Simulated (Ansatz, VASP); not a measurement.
## Two plane-wave programs on KZrN

```
K Zr N
1.0
     4.26292    0.00000    0.00000
    -2.13146    3.69179    0.00000
     0.00000    0.00000    4.53736
K Zr N
1 1 1
Direct
  0.00000 0.00000 0.00000
  0.66667 0.33333 0.50000
  0.33333 0.66667 0.50000
```

Change from the starting cell: species swapped into the EuAlSi type (P-6m2, No. 187).

Alike in both runs: task single point; functional PBE; k mesh 6 × 6 × 4; occupations gaussian, width 0.1 eV; no spin polarisation.

|  | VASP | Ansatz |
| --- | --- | --- |
| version | VASP 6.6.1 | Ansatz 0.2.0 |
| potentials or method | VASP PAW PBE potentials, release 64 (K_sv, Zr_sv, N) | scalar-relativistic, plane waves, PAW |
| plane-wave cutoff (eV) | 520 | 420 |
| valence electrons in the cell | 26 | 26 |

```tsv
	VASP	Ansatz	Ansatz less VASP
gap on the k mesh at the Fermi level (eV)	none	none	-
pressure (GPa)	-11.1	-11.1	-0.02
largest component of the traceless stress (GPa)	16.30	16.30	+0.002
```

A gap of «none» marks a metal or a gap that the smearing closes.
